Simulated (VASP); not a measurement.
The system is ZnCd3Se3S.

```xyz
8
Lattice="4.2000 0.0000 0.0000 -2.1000 3.6373 0.0000 0.0000 0.0000 13.6000" Properties=species:S:1:pos:R:3 pbc="T T T"
Zn    0.0000    0.0000    0.0000
Cd    0.0000    2.4249   10.2000
Cd    0.0000    0.0000    6.8000
Cd    0.0000    2.4249    3.4000
Se    0.0000    0.0000    9.3500
Se    0.0000    0.0000    2.5500
Se    0.0000    2.4249    5.9500
S     0.0000    2.4249   12.7500
```

The cell was built by a generator and needn't be a form met in nature.

| Quantity | Value |
| --- | --- |
| Program | VASP 6.6.1 |
| Task | relaxation of cell and atoms |
| Functional | PBE |
| Potentials or basis | VASP PAW PBE potentials, release 64 (Zn, Cd, Se, S) |
| Cutoff | 520 eV |
| k mesh | 4 × 4 × 1 |
| Occupations | gaussian, width 0.15 eV |
| Spin | no spin polarisation |

At the start: pressure 4.0 GPa; volume 25.97 Å³/atom.

Q: Where does the relaxation end?

A: Over 12 steps the energy falls by 55.5 meV/atom and the volume is 27.52 Å³/atom (+6.0 %); space group P3m1 (No. 156, to 0.05 Å).

The path:
```
step  energy change (eV)  largest force (eV/Å)  pressure (GPa)  volume (Å³)
   1              0.0000                1.1727            4.01       207.76
   2             -0.2507                0.6053           -1.06       227.94
   3             -0.2567                0.6658           -0.59       225.31
   4             -0.3097                0.4970           -0.48       224.03
   5             -0.3932                0.3251           -0.06       220.22
   6             -0.3951                0.3138            0.14       219.54
   7             -0.4276                0.2554           -0.08       219.77
   8             -0.4331                0.2423           -0.04       219.88
   9             -0.4337                0.2341           -0.13       219.91
  10             -0.4420                0.0861            0.22       218.64
  11             -0.4420                0.0902            0.19       218.69
  12             -0.4440                0.0481           -0.19       220.16
```

Final structure:
```xyz
8
Lattice="4.2598 0.0000 0.0000 -2.1299 3.6891 0.0000 0.0000 0.0000 14.0097" Properties=species:S:1:pos:R:3 pbc="T T T"
Zn    0.0000    0.0000   13.9136
Cd    0.0000    2.4594   10.7404
Cd   -2.1299    3.6891    7.0545
Cd    0.0000    2.4594    3.3803
Se    2.1299    3.6891    9.7262
Se    0.0000    0.0000    2.3833
Se    0.0000    2.4594    6.0440
S     0.0000    2.4594   13.3035
```

Caveat: the k mesh is coarse (spacing up to 0.46 Å⁻¹), so the values aren't converged.
